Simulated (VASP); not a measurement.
CsPbBr$_{3}$ (cubic perovskite), at 1.04 of the tabulated volume:

```xyz
5
Lattice="5.9472 0.0000 0.0000 0.0000 5.9472 0.0000 0.0000 0.0000 5.9472" Properties=species:S:1:pos:R:3 pbc="T T T"
Cs     0.0000     0.0000     0.0000
Pb     2.9736     2.9736     2.9736
Br     2.9736     0.0000     2.9736
Br     0.0000     2.9736     2.9736
Br     2.9736     2.9736     0.0000
```

The lowest empty band near R, direction [111], from PBE with spin-orbit coupling in VASP (PAW); its two spin partners are averaged. The gap over the points computed is 0.60 eV, and the next band on that side lies 1.48 eV away at the edge.

Numerical set-up: 400 eV cut-off, 4×4×4 Γ-centred mesh, Gaussian smearing of 0.050 eV, potentials Cs_sv Pb_d Br.

| distance from the edge in k (1/Å) | distance in energy (meV) |
|---|---|
| 0.012 | 4.8 |
| 0.018 | 10.7 |
| 0.025 | 20.4 |
| 0.035 | 39.0 |
| 0.050 | 75.9 |
| 0.070 | 138.3 |

Q: Fit E(1 + αE) = ħ²k²/2m* (ħ²/2m0 = 3.810 eV Å²) and predict the row at 0.095 1/Å.

A: Least squares on the energies gives the electron mass m* = 0.114 m0 and α = 1.35 per eV, and so 230.5 meV. The run gave 231.7 meV, +1.2 meV from the fit.

Left out are points under 3 meV from the edge, since the levels carry 0.1 meV, and points farther than half the way to the next band.

The compound is CsPbBr3 in the cubic perovskite structure, the ideal cubic form; the compound distorts at low or room temperature. The cell was not relaxed at this level.
